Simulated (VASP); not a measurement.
Given:

```yaml
crystal:
  lattice:
    - [1.65851, -2.87262, 0.00000]
    - [1.65851, 2.87262, 0.00000]
    - [0.00000, 0.00000, 5.16218]
  atoms:
    - { symbol: Sc, position: [0.33333, 0.66667, 0.25000] }
    - { symbol: Sc, position: [0.66667, 0.33333, 0.75000] }
```

All values below come from PBE GGA, VASP's PBE PAW potentials (set 64) (plane waves; VASP 6.6.1). Numerical set-up: 400 eV cut-off, Gaussian smearing of 0.050 eV, potentials Sc_sv.

Q: Give the energies of bands 9 to 14 at the high-symmetry points, in eV from the Fermi level.

A: 
```
band      Γ      M      K      A      L      H
----  -----  -----  -----  -----  -----  -----
9     -5.14  -1.62  -0.72  -3.59  -1.48  -0.41
10    -1.64  -1.06  -0.72  -3.59  -1.48  -0.41
11     0.62  -0.67  -0.62   0.98   0.07  -0.13
12     1.59  -0.35  -0.49   0.98   0.07  -0.13
13     1.59   1.30   1.02   1.50   1.28   0.26
14     1.86   1.33   1.02   1.50   1.28   0.26
```

It has no gap at this level: it comes out as a metal or semimetal.

The compound is Sc in the hcp structure. It was relaxed first.
